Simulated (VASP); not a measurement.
Consider the following.

```
CELL_PARAMETERS angstrom
      0.00000     1.98178     1.98178
      1.98178     0.00000     1.98178
      1.98178     1.98178     0.00000
ATOMIC_POSITIONS crystal
  Au 0.00000 0.00000 0.00000
```

Level of theory: PBEsol GGA, VASP's PBE PAW potentials (set 64) (plane waves; VASP 6.6.1). Run with 500 eV cut-off, 16×16×16 Γ-centred mesh, first-order Methfessel-Paxton smearing of 0.10 eV, potentials Au.

Energy and stress use the plane-wave basis of the starting cell.

Question: The ions, cell shape and volume at an external pressure of 30.0 GPa are relaxed. What does this cell relax into?

Answer: 
```
CELL_PARAMETERS angstrom
      0.00000     1.96052     1.96052
      1.96052     0.00000     1.96052
      1.96052     1.96052     0.00000
ATOMIC_POSITIONS crystal
  Au 0.00000 0.00000 0.00000
```
Space group Fm-3m (225), at a tolerance of 0.03 Å.

Question: How do energy and volume change from the first to the last step?

Answer: The energy (σ→0) changes by +76.6 meV/atom and the volume by -3.2 %, in 4 ionic steps.

The compound is Au in the fcc structure. This run relaxes it under an external pressure of 30 GPa. Symmetry was kept, so distortions that lower it aren't found.
